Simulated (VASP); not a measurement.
Output of a VASP run:

File OSZICAR:
```
       N       E                     dE             d eps       ncg     rms          rms(c)
DAV:   1     0.438194649551E+02    0.43819E+02   -0.45105E+03  3176   0.103E+03
DAV:   2    -0.876073700738E+01   -0.52580E+02   -0.50996E+02  3136   0.208E+02
DAV:   3    -0.939239720271E+01   -0.63166E+00   -0.63122E+00  4528   0.310E+01
DAV:   4    -0.939664793495E+01   -0.42507E-02   -0.42533E-02  4080   0.183E+00
DAV:   5    -0.939666610165E+01   -0.18167E-04   -0.18121E-04  4552   0.752E-02    0.152E+01
DAV:   6    -0.893453872409E+01    0.46213E+00   -0.96075E-01  3680   0.138E+01    0.627E+00
DAV:   7    -0.884690193984E+01    0.87637E-01   -0.31401E-01  4088   0.734E+00    0.154E+00
DAV:   8    -0.884146915126E+01    0.54328E-02   -0.19797E-03  3432   0.699E-01    0.552E-01
DAV:   9    -0.884048822782E+01    0.98092E-03   -0.88461E-04  4136   0.495E-01    0.125E-02
DAV:  10    -0.884049695178E+01   -0.87240E-05   -0.42097E-06  4240   0.202E-02    0.500E-03
DAV:  11    -0.884049766556E+01   -0.71378E-06   -0.13244E-07  4072   0.374E-03    0.574E-04
DAV:  12    -0.884049748502E+01    0.18054E-06   -0.67569E-09  2080   0.102E-03    0.603E-05
DAV:  13    -0.884049747262E+01    0.12407E-07   -0.23415E-10  1728   0.198E-04
   1 F= -.95739351E+01 E0= -.95739351E+01  d E =0.000000E+00
```

**OUTCAR**
```
------------------------ aborting loop because EDIFF is reached ----------------------------------------
 Edisp (eV)   -0.73344
  FORCE on cell =-STRESS in cart. coord.  units (eV):
  Direction    XX          YY          ZZ          XY          YZ          ZX
  --------------------------------------------------------------------------------------
  Total       0.01052     0.01052     0.01052     0.00000     0.00000     0.00000
  in kB       1.18934     1.18934     1.18934     0.00000     0.00000     0.00000
  external pressure =        1.19 kB  Pullay stress =        0.00 kB
  volume of cell :       14.18
      direct lattice vectors                 reciprocal lattice vectors
     0.000000000  1.921004661  1.921004661    -0.260280472  0.260280472  0.260280472
     1.921004661  0.000000000  1.921004661     0.260280472 -0.260280472  0.260280472
     1.921004661  1.921004661  0.000000000     0.260280472  0.260280472 -0.260280472
 POSITION                                       TOTAL-FORCE (eV/Angst)
 -----------------------------------------------------------------------------------
      0.00000      0.00000      0.00000         0.000000      0.000000     -0.000000
 -----------------------------------------------------------------------------------
    total drift:                                0.000000      0.000000     -0.000000
  FREE ENERGIE OF THE ION-ELECTRON SYSTEM (eV)
  ---------------------------------------------------
  free  energy   TOTEN  =        -9.5739351447 eV

  energy  without entropy=       -9.5739351447  energy(sigma->0) =       -9.57393514

 total charge

# of ion       s       p       d       tot
------------------------------------------
    1        0.673   0.739   6.979   8.391
```
(Selected blocks of OUTCAR.)

### POSCAR
```
Ir
1
    0.0000000000     1.9210046608     1.9210046608
    1.9210046608     0.0000000000     1.9210046608
    1.9210046608     1.9210046608    -0.0000000000
Ir
1
Direct
  0.0000000000   0.0000000000   0.0000000000
```

Q: Reconstruct the remaining input files.

A: Several could match; the one computed here: the input of the run itself, PBE GGA with D3 dispersion (Becke-Johnson damping), plane waves, VASP's PBE PAW potentials (set 64).

File KPOINTS:
```
Automatic mesh
0
Gamma
18 18 18
0 0 0
```

### INCAR
```
ALGO = Normal
EDIFF = 1E-7
ENCUT = 520
GGA = PE
ISIF = 2
ISMEAR = -5
IVDW = 12
LASPH = .True.
LCHARG = .True.
LMAXMIX = 6
LORBIT = 11
LREAL = .False.
LWAVE = .False.
NEDOS = 601
NELM = 100
PREC = Accurate
SYSTEM = Ir
```

POTCAR, in this order: Ir (PBE.64 set). Program: vasp_std.

For a metal the tetrahedron method with Blöchl corrections gives inexact stress and forces.

The compound is Ir in the fcc structure. It was relaxed first.
